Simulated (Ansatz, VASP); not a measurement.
CoC in VASP and in Ansatz

The input INCAR:

```
SYSTEM = CoC
  PREC = Accurate
  ENCUT = 600
  EDIFF = 1E-7
  ISMEAR = 0
  SIGMA = 0.1
  LREAL = .False.
  LASPH = .True.
  NELM = 80
  ALGO = Normal
  ISIF = 3
  LWAVE = .False.
  LCHARG = .False.
  GGA = PE
  IBRION = 2
  NSW = 100
  EDIFFG = -0.05
```

The input KPOINTS:

```
Automatic mesh
0
Gamma
  8 8 8
  0 0 0
```

The input POSCAR:

```
CoC
1.0
    0.0000000000      2.2075330699      2.2075330699
    2.2075330699      0.0000000000      2.2075330699
    2.2075330699      2.2075330699      0.0000000000
Co C
1 1
Direct
    0.0000000000      0.0000000000      0.0000000000
    0.2500000000      0.2500000000      0.2500000000
```

Input for Ansatz:

```yaml
crystal:
  lattice:
    - [0.0, 2.2075330699, 2.2075330699]
    - [2.2075330699, 0.0, 2.2075330699]
    - [2.2075330699, 2.2075330699, 0.0]
  atoms:
    - { symbol: Co, position: [0.0, 0.0, 0.0] }
    - { symbol: C, position: [0.25, 0.25, 0.25] }
basis:
  ecutwfc: 420
kpoints:
  mp_grid: { grid: [8, 8, 8] }
hamiltonian:
  xc: pbe
scf:
  occupations: { method: gaussian, width: 0.1 }
output:
  forces: true
  stress: true
  eigenvalues: true
relax:
  adjacent_minimum: "off"
  f_tol: 0.05
  max_steps: 80
  cell: { stress_tol: 0.5 }
```

The cell was built by a generator and needn't be a form met in nature.

Alike in both runs: task relaxation of cell and atoms; functional PBE; k mesh 8 × 8 × 8; occupations gaussian, width 0.1 eV; no spin polarisation.

```csv
,VASP,Ansatz
version,VASP 6.6.1,Ansatz 0.2.0
potentials or method,"VASP PAW PBE potentials, release 64 (Co, C)","scalar-relativistic, plane waves, PAW"
plane-wave cutoff (eV),600,420
valence electrons in the cell,13,21
```

|  | VASP | Ansatz | Ansatz less VASP |
| --- | --- | --- | --- |
| gap on the k mesh at the Fermi level, each at its own relaxed structure (eV) | none | none | - |
| relaxed volume (Å³/atom) | 9.70 | 9.70 | -0.008 |
| relaxed cell length with the largest relative difference (Å) | 3.017 | 3.016 | -0.0008 |
| energy change over the relaxation (meV/atom) | -72 | -73 | -0.5 |

A gap of «none» marks a metal or a gap that the smearing closes. The two sets of potentials don't hold the same shells in valence.

 Spin polarisation is off, so any magnetic state and its effect on volume and gap are missing.
